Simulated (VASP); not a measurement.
An input for Quantum ESPRESSO's pw.x (written as the equivalent of a VASP run, and not itself run):

```
&CONTROL
  calculation = 'vc-relax'
  pseudo_dir = './pseudo'
  outdir = './out'
  tprnfor = .true.
  tstress = .true.
  nstep = 40
  forc_conv_thr = 0.00039
/
&SYSTEM
  ibrav = 0
  nat = 2
  ntyp = 2
  ecutwfc = 84
  occupations = 'smearing'
  smearing = 'gaussian'
  degauss = 0.003675
  input_dft = 'pbe'
/
&ELECTRONS
  conv_thr = 7.3e-08
  electron_maxstep = 100
/
&IONS
/
&CELL
/
ATOMIC_SPECIES
  Y 88.906 Y.upf
  N 14.007 N.upf
CELL_PARAMETERS angstrom
     0.0000000    2.4400000    2.4400000
     2.4400000    0.0000000    2.4400000
     2.4400000    2.4400000    0.0000000
ATOMIC_POSITIONS crystal
  Y   -0.0143443  0.0143443  0.0348361
  N    0.5000000  0.5000000  0.5000000
K_POINTS automatic
  7 7 7 0 0 0
```

Problem. Write the VASP files for the same calculation (PBE).

Solution. This is not unique; one that fits is 
### INCAR
```
SYSTEM  =  YN
PREC  =  Accurate; ENCUT  =  520; LREAL  =  .FALSE.
LASPH  =  .TRUE.
EDIFF  =  1E-6; NELM  =  100; ALGO  =  Normal
LMAXMIX  =  4
ISMEAR  =  0; SIGMA  =  0.05
GGA  =  PE
IBRION  =  2; NSW  =  40; ISIF  =  3
EDIFFG  =  -0.01
LWAVE  =  .FALSE.; LCHARG  =  .FALSE.
```

**POSCAR**
```
YN
1.0
  0.0000000000   2.4400000000   2.4400000000
  2.4400000000   0.0000000000   2.4400000000
  2.4400000000   2.4400000000   0.0000000000
Y N
1 1
Cartesian
  0.1200000001   0.0500000001  -0.0000000000
  2.4400000000   2.4400000000   2.4400000000
```

**KPOINTS**
```
kpoints
0
gamma
7 7 7
0 0 0
```

POTCAR, in this order: Y_sv N (PBE.64 set). Program: vasp_std.

The two are equivalent in intent, not identical: the potentials are each code's own (VASP's PAW set, PseudoDojo norm-conserving files in pw.x), so ENCUT and ecutwfc are chosen apart and not converted; conv_thr bounds pw.x's estimated SCF error, while EDIFF bounds the energy change between steps; forc_conv_thr acts on force components and is met together with etot_conv_thr.

The compound is YN in the rock salt structure. In the starting cell atoms are displaced from their ideal sites. This run relaxes it. Symmetry was kept, so distortions that lower it aren't found.
